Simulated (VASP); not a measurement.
BaZr2O3:

```
CELL_PARAMETERS angstrom
4.10000 0.00000 0.00000
0.00000 4.10000 0.00000
0.00000 0.00000 5.60000
ATOMIC_POSITIONS crystal
Ba 0.50000 0.50000 0.50000
Zr 0.50000 0.00000 0.00000
Zr 0.00000 0.50000 0.00000
O 0.50000 0.50000 0.00000
O 0.00000 0.00000 0.81000
O 0.00000 0.00000 0.19000
```

The cell was built by a generator and needn't be a form met in nature.

```yaml
Program: VASP 6.6.1
Task: relaxation of cell and atoms
Functional: PBE
Potentials_or_basis: VASP PAW PBE potentials, release 64 (Ba_sv, Zr_sv, O)
Cutoff: 520 eV
k_mesh: 4 × 4 × 3
Occupations: gaussian, width 0.15 eV
Spin: no spin polarisation
```

At the start: pressure 16.4 GPa; volume 15.69 Å³/atom.

Task: How do energy, volume and symmetry change on relaxing?

Result: Over 9 steps the energy falls by 150.9 meV/atom and the volume is 18.38 Å³/atom (+17.2 %); space group P4/mmm (No. 123, to 0.05 Å).

Step by step:
```tsv
step	energy change (eV)	largest force (eV/Å)	pressure (GPa)	volume (Å³)
1	0.0000	2.8303	16.40	94.14
2	-0.3058	1.2608	-10.60	117.70
3	-0.7713	0.0050	-1.24	106.31
4	-0.8564	0.4714	1.13	106.16
5	-0.8578	0.4265	0.85	106.18
6	-0.8774	0.3748	0.15	107.46
7	-0.8892	0.3367	-0.27	108.60
8	-0.8977	0.2522	-1.28	110.89
9	-0.9054	0.0015	0.11	110.31
```

Final structure:
```cif
data_structure
_symmetry_space_group_name_H-M 'P 1'
_symmetry_Int_Tables_number 1
_cell_length_a 4.1854
_cell_length_b 4.1854
_cell_length_c 6.2971
_cell_angle_alpha 90.000
_cell_angle_beta 90.000
_cell_angle_gamma 90.000
_cell_volume 110.31
loop_
_atom_site_label
_atom_site_type_symbol
_atom_site_fract_x
_atom_site_fract_y
_atom_site_fract_z
_atom_site_occupancy
Ba1 Ba 0.50000 0.50000 0.50000 1
Zr1 Zr 0.50000 0.00000 0.00000 1
Zr2 Zr 0.00000 0.50000 0.00000 1
O1 O 0.50000 0.50000 0.00000 1
O2 O 0.00000 0.00000 0.80825 1
O3 O 0.00000 0.00000 0.19175 1
```

Caveat: the k mesh is coarse (spacing up to 0.38 Å⁻¹), so the values aren't converged; the volume moved by over 15 % at a fixed basis, so the end points are rough.
